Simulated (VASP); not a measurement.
A convergence study with VASP on AlP (zinc blende): one setting is varied, all else stays as given below, so the limit is that of these other settings.

```
AlP
1.0
    0.00000     2.73000     2.73000
    2.73000     0.00000     2.73000
    2.73000     2.73000     0.00000
Al P
1 1
Direct
  0.00000   0.00000   0.00000
  0.25000   0.25000   0.25000
```

Computed with PBE GGA, VASP's PBE PAW potentials (set 64) (plane waves; VASP). The tightest run used: 550 eV cut-off, 17×17×17 Γ-centred mesh, Gaussian smearing of 0.050 eV, potentials Al P.

The settings run are 1×1×1 mesh; 2×2×2 mesh; 3×3×3 mesh; 4×4×4 mesh; 5×5×5 mesh; 6×6×6 mesh; 7×7×7 mesh; 8×8×8 mesh; 9×9×9 mesh; 10×10×10 mesh; 11×11×11 mesh; 12×12×12 mesh; 13×13×13 mesh; 14×14×14 mesh; 15×15×15 mesh; 16×16×16 mesh; 17×17×17 mesh. From which on does the energy per atom stay within 0.001 eV/atom of the tightest run?

From 8×8×8 mesh on: it is off by 0.0005 there and by no more than 0.001 in any finer run, while 7×7×7 mesh is off by 0.0014.
```tsv
setting	E (eV/atom)	pressure (GPa)	irreducible k-points	difference judged (eV/atom)
1×1×1 mesh	1.4749	31.60	1	6.6603
2×2×2 mesh	-4.2691	8.25	3	0.9163
3×3×3 mesh	-4.9965	3.60	4	0.1890
4×4×4 mesh	-5.1372	2.59	8	0.0483
5×5×5 mesh	-5.1716	2.31	10	0.0138
6×6×6 mesh	-5.1812	2.22	16	0.0043
7×7×7 mesh	-5.1841	2.19	20	0.0014
8×8×8 mesh	-5.1850	2.18	29	0.0005
9×9×9 mesh	-5.1853	2.18	35	0.0002
10×10×10 mesh	-5.1854	2.18	47	0.0001
11×11×11 mesh	-5.1854	2.18	56	0.0000
12×12×12 mesh	-5.1855	2.18	72	0.0000
13×13×13 mesh	-5.1855	2.18	84	0.0000
14×14×14 mesh	-5.1855	2.18	104	0.0000
15×15×15 mesh	-5.1855	2.18	120	0.0000
16×16×16 mesh	-5.1855	2.18	145	0.0000
17×17×17 mesh	-5.1855	2.18	165	0.0000
```

Left out are rungs that failed or repeat a setting and relaxations that didn't move; long series are thinned to 24 rows.

The compound is AlP in the zinc blende structure. The cell was not relaxed at this level.
